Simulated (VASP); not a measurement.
```xyz
2
Lattice="2.9124 0.0000 0.0000 0.0000 2.9124 0.0000 0.0000 0.0000 2.9124" Properties=species:S:1:pos:R:3 pbc="T T T"
Ga     1.4562     1.4562     1.4562
Co     0.0000     0.0000     0.0000
```

The numbers are results of PW91 GGA, VASP's PBE PAW potentials (set 64) (plane waves; VASP), not measurements. Run with 520 eV cut-off, 13×13×13 Γ-centred mesh, first-order Methfessel-Paxton smearing of 0.10 eV, potentials Ga_d Co.

Q: Give the stress tensor in GPa (positive for a compressed cell).

A: 
```
-4.82   0.00   0.00
 0.00  -4.82   0.00
 0.00   0.00  -4.82
```
The pressure is its mean diagonal, -4.82 GPa.

The compound is CoGa in the CsCl type structure. This cell is one point of a volume scan, at 1.03 of the reference volume. The run is not spin-polarised, so no magnetic state was tried.
